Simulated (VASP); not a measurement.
Data:

```
CELL_PARAMETERS angstrom
      3.67902     0.00000     0.00000
      0.00000     3.67902     0.00000
      0.00000     0.00000    16.22535
ATOMIC_POSITIONS crystal
  Sn 0.50000 0.00000 0.56858
  Sn 0.00000 0.50000 0.43142
  O  0.00000 0.00000 0.50000
  O  0.50000 0.50000 0.50000
```

Computed with PBE GGA, VASP's PBE PAW potentials (set 64) (plane waves; VASP). Settings: 400 eV cut-off, 5×5×1 Γ-centred mesh, Gaussian smearing of 0.050 eV, potentials Sn_d O.

The cell holds a wide vacuum, so values per volume refer to the whole cell.

Problem. Predict the energy per atom (σ→0), largest force.

Solution. 
```
Property                        Value
---------------------  --------------
energy per atom (σ→0)  -5.537 eV/atom
largest force              2.666 eV/Å
```

The cell is a sheet with vacuum, built from a generated structure.
